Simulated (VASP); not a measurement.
Here is the system:

```
Cr2O3
1.0
    4.77816    -2.42676     0.04085
    4.77816     2.42676     0.04085
    3.51137     0.00000     4.04869
Cr O
4 6
Cartesian
 11.03012   0.00000   3.48637
  4.49627   0.00000   1.42117
  2.03757   0.00000   0.64403
  8.57141   0.00000   2.70923
  5.02261  -0.89990   3.05694
  5.42112   1.66333   1.79613
  8.04508   0.89990   1.07345
  7.17681   0.76343   3.82047
  7.64656  -1.66333   2.33427
  5.89088  -0.76343   0.30993
```
Starting moments (μB, in the order of the record's atoms Cr Cr Cr Cr O O O O O O): -2.5 -2.5 2.5 2.5 0.0 0.0 0.0 0.0 0.0 0.0.

These are PBEsol GGA, VASP's PBE PAW potentials (set 64) (plane waves; VASP 6.6.1) values and carry that method's errors. Run with 520 eV cut-off, 6×6×6 Γ-centred mesh, tetrahedra with Blöchl corrections, potentials Cr_pv O.

Task: The job: Cr₂O₃ (corundum), 10 atoms, PBEsol, static run, 520 eV, 6×6×6 Γ-centred mesh. Roughly how much core time does it take on a busy server core?

Result: About 10 core-minutes (one run on a shared machine, a rough figure). It had 32 irreducible k-points, 50 bands, up to 2527 plane waves and 18 electronic steps.

The compound is Cr2O3 in the corundum structure. It was relaxed first.
